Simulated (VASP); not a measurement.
Given:

```
KF
1.0
    0.00000     2.67500     2.67500
    2.67500     0.00000     2.67500
    2.67500     2.67500     0.00000
K F
1 1
Direct
  0.00000   0.00000   0.00000
  0.50000   0.50000   0.50000
```

The numbers are results of PBE GGA with D3 dispersion (Becke-Johnson damping), VASP's PBE PAW potentials (set 64) (plane waves; VASP), not measurements. Numerical set-up: 520 eV cut-off, 8×8×8 Γ-centred mesh, Gaussian smearing of 0.050 eV, potentials K_sv F.

Problem. Predict the energy per atom (σ→0), band gap (on the k-mesh) with the smallest direct gap where there is one.

Solution. 
```json
{
 "band gap (on the k-mesh)": "6.15 eV",
 "smallest direct gap (on the k-mesh)": "6.15 eV",
 "energy per atom (σ→0)": "-4.303 eV/atom"
}
```

Total energies compare only between runs with the same potentials, cut-off and functional.

The compound is KF in the rock salt structure. The cell was not relaxed at this level.
